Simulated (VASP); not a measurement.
A run of VASP 6.6.1 is set up as follows.

File INCAR:

```
PREC = Accurate
ENCUT = 600
EDIFF = 1E-7
ISMEAR = 0
SIGMA = 0.1
LREAL = F
LASPH = T
NELM = 60
ALGO = Fast
ISIF = 3
LWAVE = F
LCHARG = F
GGA = PE
IBRION = 2
NSW = 90
EDIFFG = -0.04
```

The input KPOINTS:

```
Automatic mesh
0
Gamma
  6 6 4
```

Contents of POSCAR:

```
KTaP2
1.0
    4.0191183700      0.0000000000      0.0000000000
   -2.0095591900      3.4806586100      0.0000000000
    0.0000000000      0.0000000000      6.4117835300
K Ta P
1 1 2
Direct
    0.0000000000      0.0000000000      0.0000000000
    0.0000000000      0.0000000000      0.5000000000
    0.3333333300      0.6666666700      0.6451009900
    0.6666666700      0.3333333300      0.3548990100
```

Potentials or basis: VASP PAW PBE potentials, release 64 (K_sv, Ta_pv, P).

Launch:

```bash
$ cat potpaw_PBE.64/K_sv/POTCAR potpaw_PBE.64/Ta_pv/POTCAR potpaw_PBE.64/P/POTCAR > POTCAR
$ mpirun -np 1 vasp_std > vasp.out
```

Task: Predict the band gap on the k mesh.

Result: None (metal or under the smearing width).

Task: Estimate the space group after relaxing (to 0.05 Å).

Result: P-3m1 (No. 164).

Task: What does it give for the relaxed cell?

Result: a = 3.607 Å, b = 3.607 Å, c = 7.904 Å, α = 90.00°, β = 90.00°, γ = 120.00°.

Final structure:
```xyz
4
Lattice="3.6072 0.0000 0.0000 -1.8036 3.1239 0.0000 0.0000 0.0000 7.9037" Properties=species:S:1:pos:R:3 pbc="T T T"
K     0.0000    0.0000    0.0000
Ta    0.0000    0.0000    3.9519
P     0.0000    2.0826    5.4250
P     1.8036    1.0413    2.4787
```

The run has no spin-orbit coupling, so splittings on Ta are missing.
